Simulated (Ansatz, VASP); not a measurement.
# C213N2 (N-V-N): VASP beside Ansatz

Wanted: the spread between two codes on one cell, functional and k mesh. The cell is taken from a series of runs on this material, whose earlier steps may have relaxed, scaled, displaced or heated it; both programs get it as it stands.

Method: plane waves, with VASP 6.6.1 beside it; single point at PBE, in Ansatz 0.2.0.

### 1. The starting structure

The cell holds 215 atoms: 213 C and 2 N. Cell: a = 10.715 Å, b = 10.715 Å, c = 10.715 Å, α = 90.0°, β = 90.0°, γ = 90.0°. It derives from C (C (Fd-3m)). Nearest the centre at fractional (0.417, 0.417, 0.417): C106 at 1.61 Å, C105 at 1.61 Å, N214 at 1.69 Å, N215 at 1.69 Å, C102 at 2.44 Å, C86 at 2.44 Å, C103 at 2.52 Å, C109 at 2.52 Å.

### 2. VASP: single point, PBE

With cell and atoms fixed, the geometry can't cause a difference; cores, projectors, grids and the points listed under the comparison can.

Lines of VASP's logs that name or quote its potential files are left out, and so is its time.

Input file INCAR:

```
SYSTEM = C213N2
PREC = Accurate
ENCUT = 520
EDIFF = 1E-06
NELM = 120
ISMEAR = -1
SIGMA = 0.01
LREAL = Auto
ALGO = Normal
GGA = PE
NBANDS = 581
LORBIT = 11
LWAVE = .FALSE.
LCHARG = .FALSE.
ISIF = 2
LASPH = .TRUE.
GGA_COMPAT = .FALSE.
EFERMI = MIDGAP
```

Input file POSCAR:

```
C213N2
1.0
   10.7146870143      0.0000000000      0.0000000000
    0.0000000000     10.7146870143      0.0000000000
    0.0000000000      0.0000000000     10.7146870143
C N
213 2
Direct
    0.0000045399      0.9997500435      0.9999470399
    0.9997170710      0.1660727242      0.1662680129
[... 9 atom lines left out ...]
    0.1653111742      0.1654127564      0.3327460919
[... 3 atom lines left out ...]
    0.2498802444      0.2503708523      0.4123602421
[... 10 atom lines left out ...]
    0.1653109532      0.3325504298      0.1656089063
[... 3 atom lines left out ...]
    0.2498759074      0.4121654393      0.2505691922
[... 3 atom lines left out ...]
    0.1683971199      0.3351646498      0.4981968847
    0.1683926343      0.4979959609      0.3353658403
    0.0833443242      0.4165772435      0.4167789101
[... 1 atom line left out ...]
    0.2498748948      0.4209989712      0.5829946924
    0.2498704773      0.5827926852      0.4212025465
[... 3 atom lines left out ...]
    0.1653054184      0.5006090922      0.6679495575
[... 14 atom lines left out ...]
    0.1653056587      0.6677476329      0.5008125865
[... 14 atom lines left out ...]
    0.3329456116      0.1651635449      0.1653607297
[... 3 atom lines left out ...]
    0.4128447290      0.2497349336      0.2499268940
[... 3 atom lines left out ...]
    0.3340665398      0.1690189209      0.4974180737
[... 1 atom line left out ...]
    0.4988311350      0.1679743220      0.3335725155
    0.4167979852      0.0839136165      0.4162588386
    0.4168882865      0.2554104876      0.5779425825
[... 1 atom line left out ...]
    0.5840716156      0.2515087939      0.4159447319
[... 3 atom lines left out ...]
    0.5005220528      0.1682361566      0.6651159883
[... 5 atom lines left out ...]
    0.3340633542      0.4972203216      0.1692177352
    0.4988316615      0.3333816432      0.1681695863
[... 1 atom line left out ...]
    0.4167983319      0.4160648478      0.0841093785
    0.4168862895      0.5777468633      0.2556083542
    0.5840738733      0.4157560331      0.2516979157
[... 1 atom line left out ...]
    0.5095569078      0.3331724140      0.5001839595
    0.5095587509      0.4999934877      0.3333662738
    0.4128392419      0.5834244650      0.5836214442
    0.5840684510      0.4174016484      0.5818392909
    0.5840692603      0.5816506776      0.4175941730
    0.3340629849      0.3359345785      0.6643393912
[... 2 atom lines left out ...]
    0.4988272895      0.4997778138      0.6653792180
    0.4167960503      0.4170933293      0.7494412340
[... 5 atom lines left out ...]
    0.5005168577      0.6649192761      0.1684347965
[... 5 atom lines left out ...]
    0.3340592839      0.6641387278      0.3361352234
[... 1 atom line left out ...]
    0.4988265475      0.6651822265      0.4999734510
[... 1 atom line left out ...]
    0.4167939393      0.7492442950      0.4172920382
[... 20 atom lines left out ...]
    0.6678275213      0.1662687012      0.4996738369
[... 15 atom lines left out ...]
    0.6678257122      0.4994814568      0.1664635844
[... 6 atom lines left out ...]
    0.6685294001      0.3326803838      0.3328719847
    0.6685256565      0.5004763932      0.5006701509
[... 2 atom lines left out ...]
    0.7509289758      0.4165781302      0.4167706040
[... 3 atom lines left out ...]
    0.6678263800      0.3336724882      0.6670819887
[... 15 atom lines left out ...]
    0.6678236396      0.6668889496      0.3338695901
[... 15 atom lines left out ...]
    0.3260166503      0.3257005071      0.3258983151
    0.3260169096      0.5074575136      0.5076625878
```

Input file KPOINTS:

```
Automatic mesh
0
Gamma
1 1 1
0 0 0
```

Potentials, in the order of the species: C and N (PBE family, release 64).

The run is started by

```sh
$ export OMP_NUM_THREADS=3
$ mpirun -np 1 vasp_gam
```

The program printed:

```text
[banner, memory and clock lines left out]
running    1 mpi-ranks, on    1 nodes
[...]
Offloading initialized ...    1 GPUs detected
[...]
LDA part: xc-table for (Slater+PW92), standard interpolation
 POSCAR, INCAR and KPOINTS ok, starting setup
[...]
entering main loop
       N       E                     dE             d eps       ncg     rms          rms(c)
DAV:   1     0.616783502958E+04    0.61678E+04   -0.52573E+05  1162   0.155E+03
DAV:   2    -0.141155450264E+04   -0.75794E+04   -0.70991E+04  1519   0.354E+02
DAV:   3    -0.199968917541E+04   -0.58813E+03   -0.58136E+03  1460   0.935E+01
DAV:   4    -0.201398031868E+04   -0.14291E+02   -0.14218E+02  1452   0.159E+01
[...]
DAV:  12    -0.194650875962E+04   -0.16630E-03   -0.28560E-04  1420   0.245E-02    0.351E-02
DAV:  13    -0.194650878940E+04   -0.29775E-04   -0.60350E-05  1372   0.119E-02    0.635E-03
DAV:  14    -0.194650878906E+04    0.34068E-06   -0.70017E-06  1452   0.406E-03
   1 F= -.19465088E+04 E0= -.19465088E+04  d E =0.000000E+00
```

From OUTCAR (step 2):

```text
  FREE ENERGIE OF THE ION-ELECTRON SYSTEM (eV)
  ---------------------------------------------------
  free  energy   TOTEN  =     -1946.5087890590 eV

  energy  without entropy=    -1946.5087890590  energy(sigma->0) =    -1946.50878906
```

The run ends at a pressure of 0.43 GPa, with forces up to 0.032 eV/Å.

### 3. Ansatz: single point, PBE

Ansatz runs on its default PAW (the set named soft_2) files.

The same cell, functional, mesh and smearing now go to Ansatz.

Input file input.yaml:

```yaml
crystal:
  checkpoint: "../q0.relax_smeared.run"
  host: checkpoint
basis:
  ecutwfc: 420
  xc_grid: 2
hamiltonian:
  xc: pbe
kpoints:
  mp_grid: { grid: [1, 1, 1] }
scf:
  occupations: { method: fermi_dirac, width: 0.01 }
  max_iter: 100
output:
  forces: true
  eigenvalues: true
  charged_corrections:
    epsilon: 5.85
    static_epsilon: 5.85
    defect_position: [0.416667, 0.416667, 0.416667]
  eigenstates: { localisation: true }
  populations: true
  band_densities: [{ bands: [v1, v1] }, { bands: [c1, c1] }]
  write_density: true
  write_potential: true
  volumetric_format: npy
  elf: true
checkpoint:
  read: "../q0.relax_smeared.run"
  write: "../q0.point.run"
  compress: false
  write_wavefunctions: false
  write_every: 100000
```

The run is started by

```sh
$ ansatz run input.yaml --threads 12 --pin off --max-ram 56524MiB --backend cuda --events-out ev --progress --plain --runs-dir out
```

The program printed:

```text
Warning: at least one further symmetry operation maps every atom of the structure, as the run holds it, onto an atom to within 1.20e-5 (fractional), and is not used: to satisfy it, and what else the a [...]
crystal.checkpoint: the structure is that of <dir>, a `relax` run, at its step 7: its result, under pbe at a charge of 0 e; 215 atoms read, 0 with a starting moment; crystal.structure_sha256 for this  [...]
Engine: ansatz 0.2.0, aarch64-unknown-linux-gnu
[...]
Pseudopotential: C, paw, valence charge 4, recommended cutoff 420 eV (normal), C.paw.azcp
Pseudopotential: N, paw, valence charge 5, recommended cutoff 420 eV (normal), N.paw.azcp
Functional definition: PBE
[...]
Crystal: 215 atoms, lattice volume = 1230.094 Å³
Basis set: ecut = 420 eV, 23871 PW (Γ), exchange–correlation on 144×144×144 points (8 copies of the dense FFT grid, shifted against one another)
Bands: 646, of which v1, the nominal top of the filled ones, is band 431 counted from 1 (430 counted from 0)
[...]
SCF iter   1: F=—  HF=-54182.893745 eV  |F-HF|=—  |Δ(HF+E_count)|=         —  Δρ=3.52e-8  dr2=1.21e-11  ethr=1.00e-12  ⟨swp⟩=6.0  Hψ=1490  notcnv=0
preconditioner: auto → Resta (q_TF=auto, 2.571 Å⁻¹)  ε∞=4.4  [insulator: Δε(μ)=1.152 eV  Ē_g=16.898 eV  σ=0.010 eV  W_gap=1.00  n_scr=364 (ndim 8)  ℏωp=31.1 eV  f_vac=0.000  D(μ)=0.00/eV (n_scr^D=0)   [...]
SCF iter   2: F=-54182.893745 eV  HF=-54182.893745 eV  |F-HF|=0.00e0  |Δ(HF+E_count)|=  1.46e-11  Δρ=1.75e-8  dr2=3.07e-12  ethr=1.00e-12  ⟨swp⟩=5.0  Hψ=1991  notcnv=0
SCF 1 converged in 2 iterations: F = -54182.893745 eV  dr2 = 3.07e-12
[...]
SCF converged after 2 iterations
Free energy (F): -54182.893745 eV
[...]
Fermi energy:    14.486596 eV
[...]
spilling = 0.003604 (of n_electrons = 862.000000)
--- Band densities, each state counted as filled ---
[...]
```

### 4. Comparison

Known differences besides the potentials themselves: the cutoff is 420 eV in Ansatz and 520 eV in VASP (PREC = Accurate, projectors in real space). Total energies have different zeros and are not compared.

The two programs side by side:

| quantity | Ansatz | VASP | difference |
| --- | --- | --- | --- |
| gap on the k mesh (eV) | 1.152 | 1.150 | +0.002 |

At this near-relaxed geometry the largest component of a force difference is 32 meV/Å. A gap on the mesh is an upper bound, since the band edges may lie between its points.

### 5. Summary of results

| Quantity | Value |
| --- | --- |
| difference in gap on the k mesh (single point, PBE) | 0.0021 eV |

In words: The difference in gap on the k mesh is 0.0021 eV (single point, PBE), within the 0.08 eV picked in this series as the mark of a large difference. Such differences can come from data sets, numerical settings and the points named under the comparisons, not from the functional's error against experiment.

[Lines on the potential files, build, host, timing and source positions are cut from VASP's logs without a mark.]

[Logs are printed without paths, hosts, clocks, repeated set-up lines and the standing remarks that a program may print on its own settings, such as how far it seeks lower states.]

[Hosts, paths, dates, database ids (printed as entryN), source tags and the programs' standing remarks are cut or masked in the printed files.]
